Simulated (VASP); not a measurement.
# NbB2 (P6/mmm) in VASP: density of states with LDA

Aim: the density of states of NbB2 with LDA.

Everything below comes from runs of VASP 6.6.1. Logs are shortened: lines on timing, memory, paths and dates and some standing lists are left out, and cuts for length are marked.

## (1) The structure

The structure is hexagonal, space group P6/mmm (No. 191). Conventional cell: a = 3.074 Å, b = 3.074 Å, c = 3.276 Å, α = 90.00°, β = 90.00°, γ = 120.00°. Around Nb (site symmetry 6/mmm) lie 12 B at 2.42 Å. B (site symmetry -6m2) has 3 B at 1.77 Å as nearest neighbours.

## (2) Density of states, LDA

The input, POSCAR:

```
NbB2                                    
1.0
    3.0742918758      0.0000000000      0.0000000000
   -1.5371459379      2.6624148670      0.0000000000
    0.0000000000      0.0000000000      3.2761499038
  Nb              B             
     1     2
Direct
     0.0000000000000000    0.0000000000000000    0.0000000000000000
     0.3333333300000021    0.6666666699999979    0.5000000000000000
     0.6666666699999979    0.3333333300000021    0.5000000000000000
```

The input, INCAR.step1:

```
PREC = Accurate
ENCUT = 520
EDIFF = 1E-7
ISMEAR = 0
SIGMA = 0.1
LREAL = F
LASPH = T
NELM = 80
ALGO = Fast
ISIF = 2
LWAVE = F
LCHARG = T
LMAXMIX = 4
NBANDS = 16
```

The input, KPOINTS.step1:

```
regular mesh
0
Gamma
  15 15 12
```

The input, INCAR.step2:

```
PREC = Accurate
ENCUT = 520
EDIFF = 1E-7
ISMEAR = -5
SIGMA = 0.1
LREAL = F
LASPH = T
NELM = 80
ALGO = Fast
ISIF = 2
LWAVE = F
LCHARG = F
LMAXMIX = 4
LORBIT = 10
NBANDS = 16
NEDOS = 1001
ICHARG = 11
```

The input, KPOINTS.step2:

```
regular mesh
0
Gamma
  23 23 18
```

Potentials or basis: VASP PAW LDA potentials, release 64 (Nb_sv, B).

The run is started by

```
> cat potpaw_LDA.64/Nb_sv/POTCAR potpaw_LDA.64/B/POTCAR > POTCAR
> cp INCAR.step1 INCAR
> cp KPOINTS.step1 KPOINTS
> mpirun -np 1 vasp_std > vasp.out
> cp INCAR.step2 INCAR
> cp KPOINTS.step2 KPOINTS
> mpirun -np 1 vasp_std > vasp.out
```

OUTCAR:

```text
PREC = Accurate
   ENCUT = 520
   EDIFF = 1E-7
   ISMEAR = -5
   LREAL = F
   LASPH = T
   NELM = 80
   ISIF = 2
   LORBIT = 10
   ICHARG = 11

 ion  position               nearest neighbor table
   1  0.000  0.000  0.000-   2 2.42   3 2.42   2 2.42   3 2.42   3 2.42   3 2.42   2 2.42   2 2.42
                             3 2.42   3 2.42   2 2.42   2 2.42
   2  0.333  0.667  0.500-   3 1.77   3 1.77   3 1.77   1 2.42   1 2.42   1 2.42   1 2.42   1 2.42
                             1 2.42
   3  0.667  0.333  0.500-   2 1.77   2 1.77   2 1.77   1 2.42   1 2.42   1 2.42   1 2.42   1 2.42
                             1 2.42

  LATTYP: Found a hexagonal cell.
 ALAT       =     3.0742918758
 C/A-ratio  =     1.0656600076

  Lattice vectors:

 A1 = (   3.0742918758,   0.0000000000,   0.0000000000)
 A2 = (  -1.5371459379,   2.6624148670,   0.0000000000)
 A3 = (   0.0000000000,   0.0000000000,   3.2761499038)

Analysis of symmetry for initial positions (statically):
=====================================================================
 Subroutine PRICEL returns:
 Original cell was already a primitive cell.

 Routine SETGRP: Setting up the symmetry group for a
 hexagonal supercell.

 Subroutine GETGRP returns: Found 24 space group operations
 (whereof 24 operations were pure point group operations)
 out of a pool of 24 trial point group operations.

The static configuration has the point symmetry D_6h.

Analysis of symmetry for dynamics (positions and initial velocities):
=====================================================================
 Subroutine PRICEL returns:
 Original cell was already a primitive cell.

 Routine SETGRP: Setting up the symmetry group for a
 hexagonal supercell.

 Subroutine GETGRP returns: Found 24 space group operations
 (whereof 24 operations were pure point group operations)
 out of a pool of 24 trial point group operations.

The dynamic configuration has the point symmetry D_6h.

 Subroutine INISYM returns: Found 24 space group operations
 (whereof 24 operations are pure point group operations),
 and found     1 'primitive' translations

----------------------------------------------------------------------------------------

                                     Primitive cell

  volume of cell :      26.8154

  direct lattice vectors                    reciprocal lattice vectors
     3.074291876  0.000000000  0.000000000     0.325278158  0.187799432  0.000000000
    -1.537145938  2.662414867  0.000000000     0.000000000  0.375598864  0.000000000
     0.000000000  0.000000000  3.276149904     0.000000000  0.000000000  0.305236338

  length of vectors
     3.074291876  3.074291879  3.276149904     0.375598865  0.375598864  0.305236338

  position of ions in fractional coordinates (direct lattice)
     0.000000000  0.000000000  0.000000000
     0.333333330  0.666666670  0.500000000
     0.666666670  0.333333330  0.500000000

  ion indices of the primitive-cell ions
   primitive index   ion index
                 1           1
                 2           2
                 3           3

----------------------------------------------------------------------------------------

 KPOINTS: regular mesh

Automatic generation of k-mesh.
 Grid dimensions read from file:
 generate k-points for:   23   23   18

 Generating k-lattice:

  Cartesian coordinates                     Fractional coordinates (reciprocal lattice)
     0.014142529  0.008165193  0.000000000     0.043478261 -0.000000000  0.000000000
     0.000000000  0.016330385  0.000000000     0.000000000  0.043478261  0.000000000
     0.000000000  0.000000000  0.016957574     0.000000000  0.000000000  0.055555556

  Length of vectors
     0.016330385  0.016330385  0.016957574

  Shift w.r.t. Gamma in fractional coordinates (k-lattice)
     0.000000000  0.000000000  0.000000000

 TETIRR: Found   9729 inequivalent tetrahedra from    57132

 Subroutine IBZKPT returns following result:
 ===========================================

 Found    560 irreducible k-points:

 Following reciprocal coordinates:
            Coordinates               Weight
  0.000000  0.000000  0.000000      1.000000
  0.043478 -0.000000  0.000000      6.000000
  0.086957 -0.000000  0.000000      6.000000
  0.130435 -0.000000  0.000000      6.000000
  0.173913 -0.000000  0.000000      6.000000
  0.217391 -0.000000  0.000000      6.000000
[... 16 lines left out ...]
  0.478261  0.043478  0.000000      6.000000
  0.086957  0.086957  0.000000      6.000000
 [... further k-points ...]
   k-points           NKPTS =    560   k-points in BZ     NKDIM =    560   number of bands    NBANDS=     16
   number of dos      NEDOS =   1001   number of ions     NIONS =      3
   total plane-waves  NPLWV =  13824
   dimension x,y,z NGX =    24 NGY =   24 NGZ =   24
   dimension x,y,z NGXF=    48 NGYF=   48 NGZF=   48
   ions per type =               1   2
   NGX,Y,Z   is equivalent  to a cutoff of  12.98, 12.98, 12.18 a.u.
   NGXF,Y,Z  is equivalent  to a cutoff of  25.96, 25.96, 24.36 a.u.
 SYSTEM =  unknown system
   PREC   = accura    normal or accurate (medium, high low for compatibility)
   ISTART =      0    job   : 0-new  1-cont  2-samecut
   ICHARG =     11    charge: 1-file 2-atom 10-const
   ISPIN  =      1    spin polarized calculation?
   LNONCOLLINEAR =      F non collinear calculations
   LSORBIT =      F    spin-orbit coupling
   LASPH  =      T    aspherical Exc in radial PAW
   ENCUT  =  520.0 eV  38.22 Ry    6.18 a.u.   5.72  5.72  6.09*2*pi/ulx,y,z
   NELM   =     80;   NELMIN=  2; NELMDL=  0     # of ELM steps
   EDIFF  = 0.1E-06   stopping-criterion for ELM
   LREAL  =      F    real-space projection
   EDIFFG = 0.1E-05   stopping-criterion for IOM
   NSW    =      0    number of steps for IOM
   IBRION =     -1    ionic relax: 0-MD 1-quasi-New 2-CG
   NFREE  =      0    steps in history (QN), initial steepest desc. (CG)
   ISIF   =      2    stress and relaxation
   ISYM   =      2    0-nonsym 1-usesym 2-fastsym
   POTIM  = 0.5000    time-step for ionic-motion
   TEBEG  =    0.0;   TEEND  =   0.0 temperature during run
   PSTRESS=    0.0 pullay stress
   NELECT =      19.0000    total number of electrons
   NUPDOWN=      -1.0000    fix difference up-down
   EMIN   =  10.00;   EMAX   =-10.00  energy-range for DOS
   EFERMI =   0.00;   METHOD = LEGACY
   ISMEAR =    -5;   SIGMA  =   0.10  broadening in eV -4-tet -1-fermi 0-gaus
   EFERMI_NEDOS =   21; number of points for ismear=-14 and -15
   IALGO  =     68    algorithm
   IMIX   =      4    mixing-type and parameters
     AMIX     =   0.40;   BMIX     =  1.00
     AMIX_MAG =   1.60;   BMIX_MAG =  1.00
  volume/ion in A,a.u.               =       8.94        60.32
  Fermi-wavevector in a.u.,A,eV,Ry     =   1.459479  2.758015 28.981481  2.130079
  Thomas-Fermi vector in A             =   2.576041
   LORBIT       =     10    0 simple, 1 ext, 2 COOP (PROOUT), +10 PAW based schemes
   GGA     = CA    functional components
   LHFCALC =     F    Hartree Fock is set to
   AEXX    =    0.0000 exact exchange contribution
   IVDW    =     0    specifies the selected vdW correction
   LEPSILON=     F    determine dielectric tensor
   LRPA    =     F    only Hartree local field effects (RPA)
 non-spin polarized calculation
 RMM-DIIS sequential band-by-band and
 Fermi weights with tetrahedron method with Bloechl corrections
  energy-cutoff  :      520.00
  volume of cell :       26.82
 maximum number of plane-waves:       738
 NGX is ok and might be reduce to    24

 number of electron      19.0000000 magnetization

 Free energy of the ion-electron system (eV)
  ---------------------------------------------------
  ext. energy  EPLUGINS =         0.00000000
  ---------------------------------------------------
  free energy    TOTEN  =       -28.55325900 eV

  energy without entropy =      -28.55325900  energy(sigma->0) =      -28.55325900

 E-fermi :  12.9726     XC(G=0): -13.3704

 val. band max:       13.0276339758   @ k =   0.2609  -0.0000   0.2778
 cond. band min:      12.8686064935   @ k =   0.2174   0.1739   0.0000
 fundamental gap:     -0.1590274823
 Fermi energy:        12.9726074721

 k-point     1 :       0.0000    0.0000    0.0000
  band No.  band energies     occupation
      1     -42.4761      2.00000
      2     -18.8350      2.00000
      3     -18.3554      2.00000
      4     -18.3554      2.00000
      5      -1.3949      2.00000
      6       8.4706      2.00000
[... 8 lines left out ...]
     15      17.2715      0.00000
     16      17.4951      0.00000

 k-point     2 :       0.0435   -0.0000    0.0000
  band No.  band energies     occupation
      1     -42.4742      2.00000
      2     -18.8323      2.00000
      3     -18.3717      2.00000
      4     -18.3590      2.00000
      5      -1.3549      2.00000
      6       8.3709      2.00000
[... 8 lines left out ...]
     15      17.6397      0.00000
     16      17.6618      0.00000

 k-point     3 :       0.0870   -0.0000    0.0000
  band No.  band energies     occupation
      1     -42.4687      2.00000
      2     -18.8246      2.00000
      3     -18.4191      2.00000
      4     -18.3696      2.00000
      5      -1.2363      2.00000
      6       8.0910      2.00000
[... 8 lines left out ...]
     15      18.0994      0.00000
     16      18.3635      0.00000
[... 362 lines left out ...]
 k-point    23 :       0.4783    0.0435    0.0000
  band No.  band energies     occupation
      1     -42.3734      2.00000
      2     -19.1765      2.00000
      3     -18.6893      2.00000
      4     -18.5573      2.00000
      5       2.3323      2.00000
      6       3.2184      2.00000
[... 8 lines left out ...]
     15      20.6659      0.00000
     16      21.9303      0.00000

 k-point    24 :       0.0870    0.0870    0.0000
  band No.  band energies     occupation
      1     -42.4550      2.00000
      2     -18.8052      2.00000
      3     -18.5320      2.00000
      4     -18.3996      2.00000
      5      -0.9288      2.00000
      6       7.4901      2.00000
[... 8 lines left out ...]
     15      19.0465      0.00000
     16      19.4357      0.00000

 [... further k-points ...]

------------------------ aborting loop because EDIFF is reached ----------------------------------------

  FORCE on cell =-STRESS in cart. coord.  units (eV):
  Direction    XX          YY          ZZ          XY          YZ          ZX
  --------------------------------------------------------------------------------------
  -------------------------------------------------------------------------------------
  Total        0.0141160      0.0141160     -0.0593622      0.0000000      0.0000000      0.0000000
  in kB        0.8434073      0.8434073     -3.5467948      0.0000000      0.0000000      0.0000000
  external PRESSURE =      -0.6199934 kB  Pullay stress =       0.0000000 kB

 VOLUME and BASIS-vectors are now :
 -----------------------------------------------------------------------------
  energy-cutoff  :      520.00
  volume of cell :       26.82
      direct lattice vectors                 reciprocal lattice vectors
     3.074291876  0.000000000  0.000000000     0.325278158  0.187799432  0.000000000
    -1.537145938  2.662414867  0.000000000     0.000000000  0.375598864  0.000000000
     0.000000000  0.000000000  3.276149904     0.000000000  0.000000000  0.305236338

 POSITION                                       TOTAL-FORCE (eV/Angst)
 -----------------------------------------------------------------------------------
      0.00000      0.00000      0.00000         0.000000     -0.000000      0.000000
     -0.00000      1.77494      1.63807         0.000000     -0.000000     -0.000000
      1.53715      0.88747      1.63807        -0.000000      0.000000      0.000000
 -----------------------------------------------------------------------------------
    total drift:                                0.000000     -0.000000     -0.000000

  FREE ENERGIE OF THE ION-ELECTRON SYSTEM (eV)
  ---------------------------------------------------
  free  energy   TOTEN  =       -28.5532590026 eV

  energy  without entropy=      -28.5532590026  energy(sigma->0) =      -28.55325900

 total charge

# of ion       s       p       d       tot
------------------------------------------
    1        2.158   6.064   2.620  10.842
    2        0.669   1.336   0.000   2.005
    3        0.669   1.336   0.000   2.005
--------------------------------------------------
tot          3.496   8.736   2.620  14.852
```

Run time: 4.4 min. Hardware: 1 thread of AMD EPYC 9R45 (Zen 5), shared host; peak memory 0.32 GiB.

Results:

| Quantity | Value |
| --- | --- |
| Valence electrons inside the program's atomic spheres | Nb 10.84; B 2.00 |

States per cell in windows of 1 eV (zero at the Fermi level; states under -8 eV left out):
```csv
from (eV),total,Nb1_d,B2_p,B3_p,B2_s,B3_s,Nb1_p
-8.0,0.72,0.09,0.11,0.11,0.04,0.04,0.01
-7.0,1.12,0.17,0.22,0.22,0.02,0.02,0.03
-6.0,1.38,0.30,0.24,0.24,0.02,0.02,0.04
-5.0,2.13,0.59,0.32,0.32,0.01,0.01,0.08
-4.0,1.18,0.44,0.13,0.13,0.00,0.00,0.03
-3.0,0.38,0.19,0.03,0.03,0.00,0.00,0.00
-2.0,0.36,0.21,0.03,0.03,0.00,0.00,0.00
-1.0,0.69,0.40,0.05,0.05,0.00,0.00,0.00
0.0,1.29,0.73,0.09,0.09,0.01,0.01,0.01
1.0,1.34,0.84,0.09,0.09,0.01,0.01,0.01
2.0,1.98,1.33,0.12,0.12,0.02,0.02,0.01
3.0,1.17,0.68,0.08,0.08,0.04,0.04,0.01
4.0,0.89,0.41,0.09,0.09,0.03,0.03,0.01
5.0,1.42,0.51,0.18,0.18,0.06,0.06,0.02
6.0,1.23,0.35,0.14,0.14,0.06,0.06,0.03
7.0,1.26,0.29,0.14,0.14,0.09,0.09,0.03
```

Caveat: tetrahedron occupations give inexact forces and stress in metals.
